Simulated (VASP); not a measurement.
CdSe (relaxed from the zinc blende structure, space group F-43m): computed properties

Level of theory: PBE GGA, VASP's PBE PAW potentials (set 64) (plane waves; VASP 6.6.1).

For CdSe, the space group comes out as F-43m (216) and the cell comes out as a = b = c = 6.188 Å, α = β = γ = 90.00°. The volume per atom is 29.62 Å^3/atom. The band gap (over mesh and band path) is 0.50 eV. The smallest direct gap (over mesh and band path) is 0.50 eV, the band-edge character is direct, Γ to Γ and the density is 5.36 g/cm³.

```xyz
2
Lattice="0.0000 3.0942 3.0942 3.0942 0.0000 3.0942 3.0942 3.0942 0.0000" Properties=species:S:1:pos:R:3 pbc="T T T"
Cd     0.0000     0.0000     0.0000
Se     1.5471     1.5471     1.5471
```

The structure was generated: CdSe was put into the zinc blende type (F-43m), which need not be its known phase. It was relaxed first. Symmetry was kept, so distortions that lower it aren't found.
